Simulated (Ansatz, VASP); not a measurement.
# H10C4O (liquid diethyl ether at 300 K) in two plane-wave programs, part 2 of 2

Wanted: the spread between two codes on one cell, functional and k mesh. The cell is taken from a series of runs on this material, whose earlier steps may have relaxed, scaled, displaced or heated it; both programs get it as it stands.

VASP 6.6.1 and Ansatz 0.2.0.

So far. Step 2 (Ansatz: single point, PBE, pair 1): The run ends at a pressure of 2.02 GPa, with forces up to 7.5 eV/Å. Step 3 (VASP: single point, PBE, pair 1): The run ends at a pressure of 2.03 GPa, with forces up to 7.5 eV/Å.

## 5. Ansatz: single point, PBE, pair 2

Level of this step: Ansatz beside VASP: Kohn-Sham DFT, plane waves, PBE (Ansatz).

A single point takes one fixed geometry, so differences don't come from the geometry; what else differs is listed under the comparison.

The cell is taken from a series of runs on this material, whose earlier steps may have relaxed, scaled, displaced or heated it; both programs get it as it stands.

Contents of input.yaml:

```yaml
crystal:
  lattice:
    - [9.53465, 0.0, 0.0]
    - [0.0, 9.53465, 0.0]
    - [0.0, 0.0, 9.53465]
  atoms:
    - { symbol: C, position: [0.91035, 0.09253, 0.76609] }
    - { symbol: C, position: [0.00873, 0.9644, 0.72078] }
    - { symbol: O, position: [0.94837, 0.91757, 0.60206] }
    - { symbol: C, position: [0.00104, 0.79071, 0.53519] }
    - { symbol: C, position: [0.92424, 0.72673, 0.4159] }
    - { symbol: H, position: [0.95203, 0.13006, 0.86528] }
    - { symbol: H, position: [0.80435, 0.05188, 0.77764] }
    - { symbol: H, position: [0.90066, 0.17356, 0.68806] }
    - { symbol: H, position: [0.10833, 0.99704, 0.69211] }
    - { symbol: H, position: [0.99969, 0.87865, 0.79836] }
    - { symbol: H, position: [0.03975, 0.71787, 0.61868] }
    - { symbol: H, position: [0.09378, 0.8306, 0.48814] }
    - { symbol: H, position: [0.88421, 0.81494, 0.36633] }
    - { symbol: H, position: [0.84672, 0.66803, 0.45948] }
    - { symbol: H, position: [0.00432, 0.66693, 0.35412] }
    - { symbol: C, position: [0.11249, 0.35322, 0.3493] }
    - { symbol: C, position: [0.19905, 0.23323, 0.28146] }
    - { symbol: O, position: [0.14867, 0.21286, 0.1448] }
    - { symbol: C, position: [0.23092, 0.105, 0.09602] }
    - { symbol: C, position: [0.15635, 0.96144, 0.10132] }
    - { symbol: H, position: [0.12953, 0.44274, 0.27882] }
    - { symbol: H, position: [0.1564, 0.37283, 0.452] }
    - { symbol: H, position: [0.99948, 0.34187, 0.34928] }
    - { symbol: H, position: [0.31305, 0.26794, 0.28536] }
    - { symbol: H, position: [0.18439, 0.14328, 0.35558] }
    - { symbol: H, position: [0.33957, 0.09867, 0.11642] }
    - { symbol: H, position: [0.22554, 0.13954, 0.97094] }
    - { symbol: H, position: [0.19827, 0.87471, 0.03689] }
    - { symbol: H, position: [0.0348, 0.96594, 0.06087] }
    - { symbol: H, position: [0.14196, 0.93592, 0.20908] }
    - { symbol: C, position: [0.58124, 0.3431, 0.47538] }
    - { symbol: C, position: [0.67679, 0.2299, 0.43965] }
    - { symbol: O, position: [0.65444, 0.2122, 0.28266] }
    - { symbol: C, position: [0.75413, 0.11716, 0.23702] }
    - { symbol: C, position: [0.7588, 0.14356, 0.07767] }
    - { symbol: H, position: [0.46649, 0.31522, 0.47307] }
    - { symbol: H, position: [0.58722, 0.44504, 0.4266] }
    - { symbol: H, position: [0.59307, 0.35402, 0.59579] }
    - { symbol: H, position: [0.78559, 0.27964, 0.44106] }
    - { symbol: H, position: [0.6848, 0.13481, 0.49014] }
    - { symbol: H, position: [0.70497, 0.01242, 0.25522] }
    - { symbol: H, position: [0.85461, 0.12409, 0.2904] }
    - { symbol: H, position: [0.81905, 0.24208, 0.05682] }
    - { symbol: H, position: [0.66002, 0.15539, 0.02775] }
    - { symbol: H, position: [0.82241, 0.05643, 0.03879] }
    - { symbol: C, position: [0.46744, 0.01466, 0.72852] }
    - { symbol: C, position: [0.54154, 0.86698, 0.73224] }
    - { symbol: O, position: [0.41739, 0.76805, 0.73426] }
    - { symbol: C, position: [0.47654, 0.64167, 0.73057] }
    - { symbol: C, position: [0.37877, 0.54089, 0.67313] }
    - { symbol: H, position: [0.40576, 0.02209, 0.63719] }
    - { symbol: H, position: [0.54982, 0.09044, 0.70455] }
    - { symbol: H, position: [0.40131, 0.03554, 0.82477] }
    - { symbol: H, position: [0.60612, 0.85924, 0.64552] }
    - { symbol: H, position: [0.60354, 0.85876, 0.8239] }
    - { symbol: H, position: [0.50448, 0.60549, 0.83853] }
    - { symbol: H, position: [0.57925, 0.63394, 0.66411] }
    - { symbol: H, position: [0.36589, 0.54735, 0.55386] }
    - { symbol: H, position: [0.26888, 0.55573, 0.72279] }
    - { symbol: H, position: [0.39217, 0.43183, 0.69962] }
    - { symbol: C, position: [0.80958, 0.54083, 0.91887] }
    - { symbol: C, position: [0.7791, 0.58287, 0.06595] }
    - { symbol: O, position: [0.64033, 0.64454, 0.05765] }
    - { symbol: C, position: [0.55931, 0.61799, 0.17711] }
    - { symbol: C, position: [0.42591, 0.69471, 0.15773] }
    - { symbol: H, position: [0.77581, 0.61915, 0.84127] }
    - { symbol: H, position: [0.76398, 0.44499, 0.87149] }
    - { symbol: H, position: [0.9304, 0.53172, 0.90192] }
    - { symbol: H, position: [0.77634, 0.49074, 0.13297] }
    - { symbol: H, position: [0.85912, 0.65565, 0.09981] }
    - { symbol: H, position: [0.61119, 0.64116, 0.26575] }
    - { symbol: H, position: [0.52665, 0.49565, 0.17321] }
    - { symbol: H, position: [0.35681, 0.67818, 0.24104] }
    - { symbol: H, position: [0.3734, 0.67258, 0.05569] }
    - { symbol: H, position: [0.45533, 0.80247, 0.14464] }
kpoints:
  mp_grid: { grid: [1, 1, 1] }
hamiltonian:
  xc: pbe
scf:
  occupations: { method: fermi_dirac, width: 0.05 }
output:
  forces: true
  eigenvalues: true
  populations: true
  stress: true
```

The run is started by

```console
$ ansatz run input.yaml --threads 4 --pin off --max-ram 8192MiB --backend cpu --events-out ev --progress --plain --runs-dir out
```

Numbers of over 12 decimals in the logs are rounded to 6 here.

The program printed:

```text
[...]
Crystal: 75 atoms, lattice volume = 866.791 Å³
Basis set: ecut = 420 eV, 16879 PW (Γ), exchange–correlation on 128×128×128 points (8 copies of the dense FFT grid, shifted against one another)
Bands: 155, of which v1, the nominal top of the filled ones, is band 80 counted from 1 (79 counted from 0)
Symmetry: 1 space group operations
[...]
k-points: 1
[...]
--- Löwdin populations: 75 sites ---
  site symbol       q [e]
     0      C      4.4556
     1      C      4.0367
     2      O      6.3589
     3      C      4.0528
     4      C      4.4833
     5      H      0.8101
     6      H      0.8173
     7      H      0.8056
[...]
71      H      0.8768
    72      H      0.7889
    73      H      0.8107
    74      H      0.8033
  spilling = 0.014430 (of n_electrons = 160.000000)
[key lines of the parts left out:]
SCF converged after 9 iterations
Free energy (F): -8651.659644 eV
Fermi energy:    0.343771 eV
P = ⅓ Tr σ = 2.3308 GPa (23.308 kbar)
```

The run ends at a pressure of 2.33 GPa, with forces up to 7.8 eV/Å.

## 6. VASP: single point, PBE, pair 2

The same cell, functional, mesh and smearing now go to VASP, with its own data sets.

Contents of INCAR:

```
SYSTEM = H10C4O
PREC = Accurate
ENCUT = 600
EDIFF = 1E-06
NELM = 120
ISMEAR = -1
SIGMA = 0.05
LREAL = Auto
ALGO = Normal
GGA = PE
NBANDS = 136
LORBIT = 11
LWAVE = .FALSE.
LCHARG = .FALSE.
ISIF = 2
LASPH = .TRUE.
GGA_COMPAT = .FALSE.
EFERMI = MIDGAP
NCORE = 2
```

Contents of POSCAR:

```
H10C4O
1.0
    9.5346500000      0.0000000000      0.0000000000
    0.0000000000      9.5346500000      0.0000000000
    0.0000000000      0.0000000000      9.5346500000
C O H
20 5 50
Direct
    0.9103500000      0.0925300000      0.7660900000
    0.0087300000      0.9644000000      0.7207800000
    0.0010400000      0.7907100000      0.5351900000
    0.9242400000      0.7267300000      0.4159000000
    0.1124900000      0.3532200000      0.3493000000
    0.1990500000      0.2332300000      0.2814600000
    0.2309200000      0.1050000000      0.0960200000
    0.1563500000      0.9614400000      0.1013200000
    0.5812400000      0.3431000000      0.4753800000
    0.6767900000      0.2299000000      0.4396500000
    0.7541300000      0.1171600000      0.2370200000
    0.7588000000      0.1435600000      0.0776700000
    0.4674400000      0.0146600000      0.7285200000
    0.5415400000      0.8669800000      0.7322400000
    0.4765400000      0.6416700000      0.7305700000
    0.3787700000      0.5408900000      0.6731300000
    0.8095800000      0.5408300000      0.9188700000
    0.7791000000      0.5828700000      0.0659500000
    0.5593100000      0.6179900000      0.1771100000
    0.4259100000      0.6947100000      0.1577300000
    0.9483700000      0.9175700000      0.6020600000
    0.1486700000      0.2128600000      0.1448000000
    0.6544400000      0.2122000000      0.2826600000
    0.4173900000      0.7680500000      0.7342600000
    0.6403300000      0.6445400000      0.0576500000
    0.9520300000      0.1300600000      0.8652800000
    0.8043500000      0.0518800000      0.7776400000
    0.9006600000      0.1735600000      0.6880600000
    0.1083300000      0.9970400000      0.6921100000
    0.9996900000      0.8786500000      0.7983600000
    0.0397500000      0.7178700000      0.6186800000
    0.0937800000      0.8306000000      0.4881400000
    0.8842100000      0.8149400000      0.3663300000
    0.8467200000      0.6680300000      0.4594800000
    0.0043200000      0.6669300000      0.3541200000
    0.1295300000      0.4427400000      0.2788200000
    0.1564000000      0.3728300000      0.4520000000
    0.9994800000      0.3418700000      0.3492800000
    0.3130500000      0.2679400000      0.2853600000
    0.1843900000      0.1432800000      0.3555800000
    0.3395700000      0.0986700000      0.1164200000
    0.2255400000      0.1395400000      0.9709400000
    0.1982700000      0.8747100000      0.0368900000
    0.0348000000      0.9659400000      0.0608700000
    0.1419600000      0.9359200000      0.2090800000
    0.4664900000      0.3152200000      0.4730700000
    0.5872200000      0.4450400000      0.4266000000
    0.5930700000      0.3540200000      0.5957900000
    0.7855900000      0.2796400000      0.4410600000
    0.6848000000      0.1348100000      0.4901400000
    0.7049700000      0.0124200000      0.2552200000
    0.8546100000      0.1240900000      0.2904000000
    0.8190500000      0.2420800000      0.0568200000
    0.6600200000      0.1553900000      0.0277500000
    0.8224100000      0.0564300000      0.0387900000
    0.4057600000      0.0220900000      0.6371900000
    0.5498200000      0.0904400000      0.7045500000
    0.4013100000      0.0355400000      0.8247700000
    0.6061200000      0.8592400000      0.6455200000
    0.6035400000      0.8587600000      0.8239000000
    0.5044800000      0.6054900000      0.8385300000
    0.5792500000      0.6339400000      0.6641100000
    0.3658900000      0.5473500000      0.5538600000
    0.2688800000      0.5557300000      0.7227900000
    0.3921700000      0.4318300000      0.6996200000
    0.7758100000      0.6191500000      0.8412700000
    0.7639800000      0.4449900000      0.8714900000
    0.9304000000      0.5317200000      0.9019200000
    0.7763400000      0.4907400000      0.1329700000
    0.8591200000      0.6556500000      0.0998100000
    0.6111900000      0.6411600000      0.2657500000
    0.5266500000      0.4956500000      0.1732100000
    0.3568100000      0.6781800000      0.2410400000
    0.3734000000      0.6725800000      0.0556900000
    0.4553300000      0.8024700000      0.1446400000
```

Contents of KPOINTS:

```
Automatic mesh
0
Gamma
1 1 1
0 0 0
```

PAW data sets: C, O and H (PBE family, release 64).

The run is started by

```console
$ mpirun -np 8 vasp_gam
```

The program printed:

```text
[... set-up lines as in an earlier step ...]
 entering main loop
       N       E                     dE             d eps       ncg     rms          rms(c)
DAV:   1     0.111376944968E+04    0.11138E+04   -0.82570E+04   272   0.116E+03
DAV:   2    -0.280925270856E+03   -0.13947E+04   -0.13036E+04   344   0.253E+02
DAV:   3    -0.430017472529E+03   -0.14909E+03   -0.14773E+03   360   0.849E+01
DAV:   4    -0.433864944177E+03   -0.38475E+01   -0.38359E+01   352   0.155E+01
[...]
DAV:  17    -0.393032909005E+03    0.49648E-05   -0.18986E-05   336   0.146E-02    0.540E-03
DAV:  18    -0.393032907735E+03    0.12702E-05   -0.39164E-06   344   0.694E-03    0.287E-03
DAV:  19    -0.393032907207E+03    0.52832E-06   -0.16292E-06   296   0.349E-03
   1 F= -.39303291E+03 E0= -.39303291E+03  d E =-.824310E-18
```

OUTCAR, selected parts (step 6):

```text
  FREE ENERGIE OF THE ION-ELECTRON SYSTEM (eV)
  ---------------------------------------------------
  free  energy   TOTEN  =      -393.0329072068 eV

  energy  without entropy=     -393.0329072068  energy(sigma->0) =     -393.03290721

[... 1 part as in an earlier step ...]
```

The run ends at a pressure of 2.36 GPa, with forces up to 7.9 eV/Å.

## 7. Side by side

Both answers:

| quantity | Ansatz | VASP | difference |
| --- | --- | --- | --- |
| pressure (GPa) | 2.33 | 2.36 | -0.03 |
| gap on the k mesh (eV) | 4.314 | 4.310 | +0.004 |

Forces on 9 of the 75 atoms, those with the largest forces and the largest differences (eV/Å; atoms numbered as in POSCAR):

| atom | Ansatz x, y, z | VASP x, y, z |
| --- | --- | --- |
| C7 | -2.465, -1.164, -7.338 | -2.366, -1.295, -7.423 |
| C9 | -2.619, -0.360, 4.186 | -2.623, -0.343, 4.180 |
| C10 | 1.817, 3.651, -4.803 | 1.815, 3.639, -4.727 |
| C14 | -5.050, 2.459, 1.337 | -4.999, 2.516, 1.335 |
| C15 | 2.760, -3.334, 0.547 | 2.842, -3.529, 0.551 |
| C19 | -2.852, -4.050, -3.799 | -2.927, -4.070, -3.667 |
| O21 | -3.242, -1.889, -3.677 | -3.325, -1.897, -3.781 |
| O22 | 0.775, 0.245, 2.017 | 0.633, 0.349, 1.938 |
| O24 | 1.901, 3.818, -0.623 | 1.766, 3.977, -0.617 |

The forces differ by 41 meV/Å r.m.s., which is 2.7 % of the r.m.s. force of 1.520 eV/Å (both taken over all components). A gap on the mesh is an upper bound, since the band edges may lie between its points.

## 8. Outcome

* r.m.s. force difference (single point, PBE, pair 1): 2.0 % of the r.m.s. force
* r.m.s. force difference (single point, PBE, pair 2): 2.7 % of the r.m.s. force

In words: The r.m.s. force difference is 2.7 % of the r.m.s. force (single point, PBE, pair 2), within the 3 % picked in this series as the mark of a large difference. Such differences can come from data sets, numerical settings and the points named under the comparisons, not from the functional's error against experiment.

[Lines on the potential files, build, host, timing and source positions are cut from VASP's logs without a mark.]

[Logs are printed without paths, hosts, clocks, repeated set-up lines and the standing remarks that a program may print on its own settings, such as how far it seeks lower states.]

[Hosts, paths, dates, database ids (printed as entryN), source tags and the programs' standing remarks are cut or masked in the printed files.]
